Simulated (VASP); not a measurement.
MgZn$_{2}$O$_{3}$ (space group P-3m1): the band gap from VASP (plane waves, PAW) at several levels of theory. Gaps are without spin-orbit coupling. Each level names its cell: its own relaxed one, PBE's, or the starting one. A gap is the smallest over the k-mesh and a band path; hybrids may have named points in place of the path, and GW has the mesh alone.

```
level              band gap (eV)
-----------------  -------------
PBEsol (own cell)           1.84
r2SCAN (own cell)           2.58
HSE06 (PBE cell)            3.44
```

The cell of the PBEsol (own cell) run:

```cif
data_MgO3Zn2
_chemical_formula_sum 'Mg1 Zn2 O3'
_space_group_name_H-M_alt 'P 1'
_space_group_IT_number 1
_cell_length_a 3.00985
_cell_length_b 3.00985
_cell_length_c 7.34497
_cell_angle_alpha 90.000
_cell_angle_beta 90.000
_cell_angle_gamma 120.000
loop_
_space_group_symop_operation_xyz
  'x, y, z'
loop_
_atom_site_label
_atom_site_type_symbol
_atom_site_fract_x
_atom_site_fract_y
_atom_site_fract_z
_atom_site_occupancy
Mg1 Mg 0.00000 0.00000 0.00000 1
Zn1 Zn 0.33333 0.66667 0.66851 1
Zn2 Zn 0.66667 0.33333 0.33149 1
O1 O 0.33333 0.66667 0.16107 1
O2 O 0.66667 0.33333 0.83893 1
O3 O 0.00000 0.00000 0.50000 1
```

Only levels that ran to the end are used. Left out are those held back, those with too coarse a band path, GW runs whose mesh misses a band edge, hybrids' fits of cells that aren't cubic and levels without matching references; a question may draw on a part of the rest.

The structure comes from a computed database's MgZn2O3 entry (P-3m1); how it stands against other phases isn't given here.
